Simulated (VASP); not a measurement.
Consider the following.

```xyz
2
Lattice="2.7802 0.0000 0.0000 0.0000 2.7802 0.0000 0.0000 0.0000 4.0016" Properties=species:S:1:pos:R:3 pbc="T T T"
Ti     0.0000     0.0000     0.0000
Al     1.3901     1.3901     2.0008
```

Method: r2SCAN meta-GGA, VASP's PBE PAW potentials (set 64) (plane waves; VASP). Settings: 480 eV cut-off, 12×12×8 Γ-centred mesh, first-order Methfessel-Paxton smearing of 0.10 eV, potentials Ti_sv Al.

Q: Predict the energy per atom (σ→0), pressure, band gap (on the k-mesh) with the smallest direct gap where there is one.

A: 
The band gap (on the k-mesh) is none (metal, semimetal or under 0.01 eV). The energy per atom (σ→0) is -992.6 kJ/mol-atom and the pressure comes out as 4.95 GPa.

Total energies compare only between runs with the same potentials, cut-off and functional.

The compound is TiAl in the L1_0 structure. It was relaxed first under an external pressure of 5 GPa. The electron count is odd and the run is not spin-polarised, which forces a metal.
